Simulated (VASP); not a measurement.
# LiY3 (I4/mmm) in VASP: settings compared, part 2 of 2

VASP 6.6.1. Earlier steps stand in the parts before.

### Step 4. Relaxation of cell and atoms, RPBE+D3(BJ)

File INCAR:

```
SYSTEM = LiY3
PREC = Accurate
ENCUT = 600
EDIFF = 1E-6
ISMEAR = -1
SIGMA = 0.05
LREAL = .False.
LASPH = .True.
NELM = 80
ALGO = Normal
ISIF = 3
LWAVE = .False.
LCHARG = .False.
GGA = RP
IVDW = 12
IBRION = 2
NSW = 40
EDIFFG = -0.005
```

File KPOINTS:

```
Automatic mesh
0
Gamma
  6 6 6
  0 0 0
```

File POSCAR:

```
LiY3
1.0
   -2.3671900000      2.3671900000      5.3266430000
    2.3671900000     -2.3671900000      5.3266430000
    2.3671900000      2.3671900000     -5.3266430000
Y Li
3 1
Direct
    0.5000000000      0.5000000000      0.0000000000
    0.2500000000      0.7500000000      0.5000000000
    0.7500000000      0.2500000000      0.5000000000
    0.0000000000      0.0000000000      0.0000000000
```

Run with:

```sh
> cat potpaw_PBE.64/Y_sv/POTCAR potpaw_PBE.64/Li_sv/POTCAR > POTCAR
> mpirun -np 1 vasp_std > vasp.out
```

It took 12 min on 1 thread of Intel Xeon 6975P-C (Granite Rapids), shared host; peak memory 0.45 GiB.

It converged, with:

```
Free energy                            : -29.0883 eV
Relaxed volume                         : 19.01 Å³/atom
Relaxed cell                           : a = 5.284 Å, b = 5.284 Å, c = 5.284 Å, α = 133.59°, β = 133.59°, γ = 67.72°
Space group after relaxing (to 0.05 Å) : I4/mmm (No. 139)
Energy gained by relaxing              : 638.0 meV/atom
Ionic steps                            : 11
Pressure after relaxing                : 0.0 GPa
Band gap on the k mesh                 : none (metal or under the smearing width)
Dispersion energy per atom             : -3.219 eV
```

Step by step:
```
step  energy change (eV)  largest force (eV/Å)  pressure (GPa)  volume (Å³)
   1              0.0000                0.0000          -13.51       119.39
   2             -2.4674                0.0000           -3.43        80.96
   3             -2.5206                0.0000           -0.47        76.88
   4             -2.5219                0.0000            0.04        76.15
   5             -2.5408                0.0000            0.08        76.00
   6             -2.5514                0.0000            0.26        75.75
   7             -2.5516                0.0000            0.33        75.72
   8             -2.5515                0.0000            0.32        75.67
   9             -2.5516                0.0000            0.28        75.70
  10             -2.5519                0.0000           -0.13        76.20
  11             -2.5520                0.0000           -0.02        76.06
```

Final structure:
```yaml
crystal:
  lattice:
    - [-2.08176, 2.08176, 4.38765]
    - [2.08176, -2.08176, 4.38765]
    - [2.08176, 2.08176, -4.38765]
  atoms:
    - { symbol: Y, position: [0.50000, 0.50000, 0.00000] }
    - { symbol: Y, position: [0.25000, 0.75000, 0.50000] }
    - { symbol: Y, position: [0.75000, 0.25000, 0.50000] }
    - { symbol: Li, position: [0.00000, 0.00000, 0.00000] }
```

Levels at points of the mesh, in eV from the Fermi level:
| k point | band 15 | band 16 | band 17 | band 18 | band 19 | band 20 | band 21 | band 22 |
| --- | --- | --- | --- | --- | --- | --- | --- | --- |
| (0.00, 0.00, 0.00) | -2.19 | -2.11 | -0.89 | 0.12 | 0.12 | 0.79 | 1.78 | 1.78 |
| (0.50, 0.00, 0.00) | -1.34 | -1.10 | -0.49 | -0.44 | 0.71 | 0.85 | 2.01 | 2.13 |
| (0.50, 0.50, 0.00) | -1.30 | -1.06 | -0.36 | 0.16 | 0.57 | 1.55 | 1.61 | 2.03 |
| (0.50, 0.50, 0.50) | -2.78 | -1.64 | -1.12 | -0.91 | -0.91 | -0.42 | 2.02 | 2.88 |

Caveat: the cutoff is under 1.25 times the usual one of these potentials, so pressure, stress and relaxed cells hold a basis-set (Pulay) error; the volume moved by over 15 % at a fixed basis, so the end points are rough; the PAW data sets were made with another functional, which shifts forces and pressure a little; pairwise dispersion overbinds metals, which lowers pressure and volume.

### Step 5. Relaxation of cell and atoms, RPBE+D4

INCAR, as its differences from that of step 4:

```diff
@@ -14,3 +14,3 @@
 GGA = RP
-IVDW = 12
+IVDW = 13
 IBRION = 2
```

KPOINTS is that of step 4.

POSCAR is that of step 4.

Potentials or basis: VASP PAW PBE potentials, release 64 (Y_sv, Li_sv).

Run with:

```sh
> cat potpaw_PBE.64/Y_sv/POTCAR potpaw_PBE.64/Li_sv/POTCAR > POTCAR
> mpirun -np 1 vasp_std > vasp.out
```

OUTCAR:

```text
SYSTEM = LiY3
   PREC = Accurate
   ENCUT = 600
   EDIFF = 1E-6
   ISMEAR = -1
   LREAL = .False.
   LASPH = .True.
   NELM = 80
   ISIF = 3
   GGA = RP
   IVDW = 13
   IBRION = 2
   NSW = 40
   EDIFFG = -0.005

 ion  position               nearest neighbor table
   1  0.500  0.500  0.000-   4 3.35   4 3.35   4 3.35   4 3.35   3 3.56   2 3.56   3 3.56   3 3.56
                             2 3.56   2 3.56   3 3.56   2 3.56
   2  0.250  0.750  0.500-   3 3.35   3 3.35   3 3.35   3 3.35   1 3.56   1 3.56   1 3.56   1 3.56

   3  0.750  0.250  0.500-   2 3.35   2 3.35   2 3.35   2 3.35   1 3.56   1 3.56   1 3.56   1 3.56

   4  0.000  0.000  0.000-   1 3.35   1 3.35   1 3.35   1 3.35

  LATTYP: Found a body centered tetragonal cell.
 ALAT       =     4.7343800000
 C/A-ratio  =     2.2501966467

  Lattice vectors:

 A1 = (  -2.3671900000,   2.3671900000,   5.3266430000)
 A2 = (   2.3671900000,  -2.3671900000,   5.3266430000)
 A3 = (   2.3671900000,   2.3671900000,  -5.3266430000)

Analysis of symmetry for initial positions (statically):
=====================================================================
 Subroutine PRICEL returns:
 Original cell was already a primitive cell.

 Routine SETGRP: Setting up the symmetry group for a
 body centered tetragonal supercell.

 Subroutine GETGRP returns: Found 16 space group operations
 (whereof 16 operations were pure point group operations)
 out of a pool of 16 trial point group operations.

[... 152 lines left out ...]
  volume of cell :      119.39
 maximum number of plane-waves:      4029
   NGX = 25   NGY = 25   NGZ = 25

--------------------------------------- Ionic step        1  -------------------------------------------

 number of electron      36.0000004 magnetization

 Free energy of the ion-electron system (eV)
  ---------------------------------------------------
  ext. energy  EPLUGINS =         0.00000000
  ---------------------------------------------------
  free energy    TOTEN  =       -19.36905524 eV

  energy without entropy =      -19.31160532  energy(sigma->0) =      -19.34033028

------------------------ aborting loop because EDIFF is reached ----------------------------------------

  DFT-D4 for vdW energy calculation

  Edisp (eV):   -1.12163
[... 243 lines left out ...]
--------------------------------------- Ionic step        7  -------------------------------------------

 number of electron      36.0000004 magnetization

 Free energy of the ion-electron system (eV)
  ---------------------------------------------------
  ext. energy  EPLUGINS =         0.00000000
  ---------------------------------------------------
  free energy    TOTEN  =       -19.36084413 eV

  energy without entropy =      -19.30249607  energy(sigma->0) =      -19.33167010

 E-fermi :   2.6846     XC(G=0):  -8.9489

 val. band max:        2.6710956010   @ k =  -0.1667   0.1667   0.1667
 cond. band min:       2.6904959630   @ k =  -0.3333   0.1667  -0.0000
 fundamental gap:      0.0194003620
 Fermi energy:         2.6846421479

 k-point     1 :       0.0000    0.0000    0.0000
  band No.  band energies     occupation
      1     -43.2179      2.00000
      2     -40.1913      2.00000
      3     -40.0836      2.00000
      4     -39.9999      2.00000
      5     -20.3319      2.00000
      6     -20.2987      2.00000
[... 589 lines left out ...]
     21       3.6897      0.00000
     22       4.3060      0.00000

 [... further k-points ...]

------------------------ aborting loop because EDIFF is reached ----------------------------------------

  DFT-D4 for vdW energy calculation

  Edisp (eV):   -1.13091
[... 27 lines left out ...]
  FREE ENERGIE OF THE ION-ELECTRON SYSTEM (eV)
  ---------------------------------------------------
  free  energy   TOTEN  =       -20.4917545756 eV

  energy  without entropy=      -20.4334065120  energy(sigma->0) =      -20.46258054

 reached required accuracy - stopping structural energy minimisation
```

OSZICAR:

```text
N       E                     dE             d eps       ncg     rms          rms(c)
DAV:   1     0.196888941381E+03    0.19689E+03   -0.18740E+04  1320   0.173E+03
[... 62 lines left out ...]
       N       E                     dE             d eps       ncg     rms          rms(c)
DAV:   1    -0.193617824699E+02   -0.93310E-03   -0.54685E-02  1344   0.169E+00    0.222E-01
DAV:   2    -0.193609992801E+02    0.78319E-03   -0.29597E-03  1770   0.335E-01    0.105E-01
DAV:   3    -0.193608756967E+02    0.12358E-03   -0.28161E-04  1784   0.115E-01    0.726E-02
DAV:   4    -0.193608426553E+02    0.33041E-04   -0.13590E-04  1768   0.875E-02    0.286E-02
DAV:   5    -0.193608441586E+02   -0.15033E-05   -0.21197E-05  1788   0.260E-02    0.160E-02
DAV:   6    -0.193608441331E+02    0.25523E-07   -0.45067E-06  1440   0.111E-02
   7 F= -.20491755E+02 E0= -.20462581E+02  d E =-.253733E-03
```

CONTCAR:

```text
LiY3
   1.00000000000000
    -2.3690988665039323    2.3690988665039323    5.2736261690955706
     2.3690988665039323   -2.3690988665039323    5.2736261690955706
     2.3690988665039323    2.3690988665039323   -5.2736261690955706
  Y               Li
     3     1
Direct
     0.5000000000000000    0.5000000000000000    0.0000000000000000
     0.2500000000000000    0.7500000000000000    0.5000000000000000
     0.7500000000000000    0.2500000000000000    0.5000000000000000
     0.0000000000000000    0.0000000000000000    0.0000000000000000

  0.00000000E+00  0.00000000E+00  0.00000000E+00
  0.00000000E+00  0.00000000E+00  0.00000000E+00
  0.00000000E+00  0.00000000E+00  0.00000000E+00
  0.00000000E+00  0.00000000E+00  0.00000000E+00
```

Wall time 7 min (1 thread of Intel Xeon 6975P-C (Granite Rapids), shared host); peak memory 0.42 GiB.

Results:

- Free energy: -20.4918 eV
- Relaxed volume: 29.60 Å³/atom
- Relaxed cell: a = 6.248 Å, b = 6.248 Å, c = 6.248 Å, α = 135.43°, β = 135.43°, γ = 64.86°
- Space group after relaxing (to 0.05 Å): I4/mmm (No. 139)
- Energy gained by relaxing: 0.3 meV/atom
- Ionic steps: 7
- Pressure after relaxing: 0.0 GPa
- Band gap on the k mesh: none (metal or under the smearing width)
- Dispersion energy per atom: -0.283 eV

Step by step:
```
step  energy change (eV)  largest force (eV/Å)  pressure (GPa)  volume (Å³)
   1              0.0000                0.0000           -0.24       119.39
   2             -0.0008                0.0000           -0.05       118.62
   3             -0.0008                0.0000            0.01       118.38
   4             -0.0009                0.0000            0.02       118.38
   5             -0.0010                0.0000            0.01       118.39
   6             -0.0010                0.0000            0.00       118.40
   7             -0.0011                0.0000            0.00       118.40
```

Final structure:
```
CELL_PARAMETERS angstrom
-2.36910 2.36910 5.27363
2.36910 -2.36910 5.27363
2.36910 2.36910 -5.27363
ATOMIC_POSITIONS crystal
Y 0.50000 0.50000 0.00000
Y 0.25000 0.75000 0.50000
Y 0.75000 0.25000 0.50000
Li 0.00000 0.00000 0.00000
```

Caveat: the cutoff is under 1.25 times the usual one of these potentials, so pressure, stress and relaxed cells hold a basis-set (Pulay) error; the PAW data sets were made with another functional, which shifts forces and pressure a little; pairwise dispersion overbinds metals, which lowers pressure and volume.

### Step 6. Relaxation of the volume alone, RPBE

File INCAR:

```
SYSTEM = LiY3
PREC = Accurate
ENCUT = 600
EDIFF = 1E-4
ISMEAR = -1
SIGMA = 0.05
LREAL = .FALSE.
LASPH = .TRUE.
NELM = 80
ALGO = Normal
ISIF = 7
LWAVE = .FALSE.
LCHARG = .FALSE.
GGA = RP
IBRION = 2
NSW = 40
EDIFFG = -0.005
```

File KPOINTS:

```
Automatic mesh
0
Monkhorst
  6 6 6
  0 0 0
```

POSCAR is that of step 5.

Potentials or basis: VASP PAW PBE potentials, release 64 (Y_sv, Li_sv).

Run with:

```sh
> cat potpaw_PBE.64/Y_sv/POTCAR potpaw_PBE.64/Li_sv/POTCAR > POTCAR
> mpirun -np 1 vasp_std > vasp.out
```

OUTCAR:

```text
SYSTEM = LiY3
   PREC = Accurate
   ENCUT = 600
   EDIFF = 1E-4
   ISMEAR = -1
   LREAL = .FALSE.
   LASPH = .TRUE.
   NELM = 80
   ISIF = 7
   GGA = RP
   IBRION = 2
   NSW = 40
   EDIFFG = -0.005

 ion  position               nearest neighbor table
   1  0.500  0.500  0.000-   4 3.35   4 3.35   4 3.35   4 3.35   3 3.56   2 3.56   3 3.56   3 3.56
                             2 3.56   2 3.56   3 3.56   2 3.56
   2  0.250  0.750  0.500-   3 3.35   3 3.35   3 3.35   3 3.35   1 3.56   1 3.56   1 3.56   1 3.56

   3  0.750  0.250  0.500-   2 3.35   2 3.35   2 3.35   2 3.35   1 3.56   1 3.56   1 3.56   1 3.56

   4  0.000  0.000  0.000-   1 3.35   1 3.35   1 3.35   1 3.35

  LATTYP: Found a body centered tetragonal cell.
 ALAT       =     4.7343800000
 C/A-ratio  =     2.2501966467

  Lattice vectors:

 A1 = (  -2.3671900000,   2.3671900000,   5.3266430000)
 A2 = (   2.3671900000,  -2.3671900000,   5.3266430000)
 A3 = (   2.3671900000,   2.3671900000,  -5.3266430000)

Analysis of symmetry for initial positions (statically):
=====================================================================
 Subroutine PRICEL returns:
 Original cell was already a primitive cell.

 Routine SETGRP: Setting up the symmetry group for a
[... 181 lines left out ...]
  -------------------------------------------------------------------------------------
  Total        0.9404764      0.9404764      0.9626408      0.0000000      0.0000000     -0.0000000
  in kB       12.6205618     12.6205618     12.9179925      0.0000000      0.0000000     -0.0000000
  external PRESSURE =      12.7197054 kB  Pullay stress =       0.0000000 kB
[... 215 lines left out ...]
--------------------------------------- Ionic step        7  -------------------------------------------

 number of electron      36.0000003 magnetization

 Free energy of the ion-electron system (eV)
  ---------------------------------------------------
  ext. energy  EPLUGINS =         0.00000000
  ---------------------------------------------------
  free energy    TOTEN  =       -19.38933090 eV

  energy without entropy =      -19.33322335  energy(sigma->0) =      -19.36127712

 E-fermi :   2.4822     XC(G=0):  -8.7760

 val. band max:        2.4598499625   @ k =  -0.4167  -0.4167   0.4167
 cond. band min:       2.5235938353   @ k =   0.0833   0.0833   0.0833
 fundamental gap:      0.0637438728
 Fermi energy:         2.4821977246

 k-point     1 :       0.0833    0.0833    0.0833
  band No.  band energies     occupation
      1     -43.5431      2.00000
      2     -40.5495      2.00000
      3     -40.4040      2.00000
      4     -40.3458      2.00000
      5     -20.6533      2.00000
      6     -20.5677      2.00000
[... 589 lines left out ...]
     21       3.3118      0.00000
     22       3.9698      0.00000

 [... further k-points ...]

------------------------ aborting loop because EDIFF is reached ----------------------------------------

  FORCE on cell =-STRESS in cart. coord.  units (eV):
  Direction    XX          YY          ZZ          XY          YZ          ZX
  --------------------------------------------------------------------------------------
  -------------------------------------------------------------------------------------
  Total       -0.0108656     -0.0108656      0.0065836      0.0000000      0.0000000      0.0000000
  in kB       -0.1401654     -0.1401654      0.0849281      0.0000000      0.0000000      0.0000000
  external PRESSURE =      -0.0651342 kB  Pullay stress =       0.0000000 kB
[... 19 lines left out ...]
  FREE ENERGIE OF THE ION-ELECTRON SYSTEM (eV)
  ---------------------------------------------------
  free  energy   TOTEN  =       -19.3893309036 eV

  energy  without entropy=      -19.3332233450  energy(sigma->0) =      -19.36127712

 reached required accuracy - stopping structural energy minimisation
```

OSZICAR:

```text
N       E                     dE             d eps       ncg     rms          rms(c)
DAV:   1     0.200198856104E+03    0.20020E+03   -0.18754E+04  1232   0.172E+03
DAV:   2     0.144105112429E+01   -0.19876E+03   -0.19574E+03  1364   0.383E+02
DAV:   3    -0.187835834815E+02   -0.20225E+02   -0.19913E+02  2344   0.659E+01
[... 45 lines left out ...]
DAV:   3    -0.193893271355E+02    0.74112E-04   -0.41900E-04  1342   0.108E-01
   6 F= -.19389327E+02 E0= -.19361309E+02  d E =-.182713E-01
       N       E                     dE             d eps       ncg     rms          rms(c)
DAV:   1    -0.193895469027E+02   -0.14565E-03   -0.45371E-03  1644   0.425E-01    0.881E-02
DAV:   2    -0.193893759271E+02    0.17098E-03   -0.60697E-04  1486   0.149E-01    0.485E-02
DAV:   3    -0.193893309036E+02    0.45023E-04   -0.36876E-04  1196   0.898E-02
   7 F= -.19389331E+02 E0= -.19361277E+02  d E =-.182751E-01
```

It took 5.2 min on 1 thread of Intel Xeon 6975P-C (Granite Rapids), shared host; peak memory 0.41 GiB.

The run converged, but some of its settings lie outside the range that counts as converged (typed here: ISIF = 7; EDIFF = 0.0001; shifted = yes), so its numbers aren't taken as properties of the crystal.

What came out:

| Property | Result |
| --- | --- |
| Free energy | -19.3893 eV |
| Relaxed volume | 31.05 Å³/atom |
| Relaxed cell | a = 6.375 Å, b = 6.375 Å, c = 6.375 Å, α = 135.79°, β = 135.79°, γ = 64.30° |
| Space group after relaxing (to 0.05 Å) | I4/mmm (No. 139) |
| Energy gained by relaxing | 4.6 meV/atom |
| Ionic steps | 7 |
| Pressure after relaxing | 0.0 GPa |

Caveat: the cutoff is under 1.25 times the usual one of these potentials, so pressure, stress and relaxed cells hold a basis-set (Pulay) error; the PAW data sets were made with another functional, which shifts forces and pressure a little.

### Step 7. Summary

| level | gap on the mesh (eV) | pressure (GPa) | relaxed volume (Å³/atom) |
| --- | --- | --- | --- |
| RPBE | none | 0.0 | 31.06 |
| RPBE+D3 | none | 0.0 | 29.89 |
| RPBE+D3(BJ) | none | 0.0 | 19.01 |
| RPBE+D4 | none | 0.0 | 29.60 |

Alike in all rows: task relaxation of cell and atoms; potentials or basis VASP PAW PBE potentials, release 64 (Y_sv, Li_sv); no spin polarisation; cell relaxed; k mesh 6 × 6 × 6; cutoff (eV) 600; smearing fermi-dirac 0.05 eV.

Caveats: the cutoff is under 1.25 times the usual one of these potentials, so pressure, stress and relaxed cells hold a basis-set (Pulay) error; the PAW data sets were made with another functional, which shifts forces and pressure a little; pairwise dispersion overbinds metals, which lowers pressure and volume (some runs); the volume moved by over 15 % at a fixed basis, so the end points are rough (some runs).

Total energies depend on the potentials used, so only differences within one code and one set of settings carry meaning.
